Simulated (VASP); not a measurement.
Elastic constants (GPa) of a crystal from PBE GGA with D3 dispersion (Becke-Johnson damping), VASP's PBE PAW potentials (set 64) in VASP:

```csv
,xx,yy,zz,yz,xz,xy
xx,637.6,247.2,247.2,0.0,0.0,0.0
yy,247.2,637.6,247.2,0.0,0.0,0.0
zz,247.2,247.2,637.6,0.0,0.0,0.0
yz,0.0,0.0,0.0,269.2,0.0,0.0
xz,0.0,0.0,0.0,0.0,269.2,0.0
xy,0.0,0.0,0.0,0.0,0.0,269.2
```

Finite-difference elastic constants of metals are sensitive to mesh and smearing; shear constants can be off by tens of GPa.

### Question
Work out the Voigt, Reuss and Hill moduli, Young's modulus and Poisson's ratio.

### Answer
All eigenvalues are positive (smallest 269.2 GPa), so the crystal is stable. K_V = (C11+C22+C33+2(C12+C13+C23))/9 = (1912.8 + 2×741.6)/9 = 377.3 GPa; G_V = (1912.8 − 741.6 + 3×807.6)/15 = 239.6 GPa. From the compliances, K_R = 377.3 GPa and G_R = 233.8 GPa. Hill: K = 377.3 GPa, G = 236.7 GPa, E = 9KG/(3K+G) = 587.2 GPa, ν = (3K−2G)/(2(3K+G)) = 0.241. K/G = 1.59, below Pugh's 1.75; universal anisotropy A^U = 0.13.

### Question
With a density of 22.51 g/cm³, what are the mean sound speeds?

### Answer
v_l = √((K+4G/3)/ρ) = 5.55 km/s and v_t = √(G/ρ) = 3.24 km/s. The crystal is Ir (space group Fm-3m), cubic.

The structure comes from a measured Ir entry (Fm-3m) of the Crystallography Open Database, whose conditions weren't checked. It was relaxed first.
